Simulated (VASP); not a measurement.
Energy against volume of BaZrO₃ (cubic perovskite). Level of theory: MS2 meta-GGA, VASP's PBE PAW potentials (set 64) (plane waves; VASP). Settings: 520 eV cut-off, 5×5×5 Γ-centred mesh, Gaussian smearing of 0.050 eV, potentials Ba_sv Zr_sv O.

```
V (Å³/atom)  E (eV/atom)
-----------  -----------
14.435          -8.58424
14.882          -8.59182
15.328          -8.58591
15.775          -8.56846
```

Problem. Fit these four points and predict the energy of the run at 13.989 Å³/atom.

Solution. A cubic in V^(−2/3), the third-order Birch-Murnaghan form, passes through the four points with V0 = 14.90 Å³/atom and B0 = 160 GPa, and gives -8.5609 eV/atom there. The run gave -8.5606 eV/atom, +0.2 meV/atom from the fit; all five points give B0 = 161 GPa.

The compound is BaZrO3 in the cubic perovskite structure. It was relaxed first.
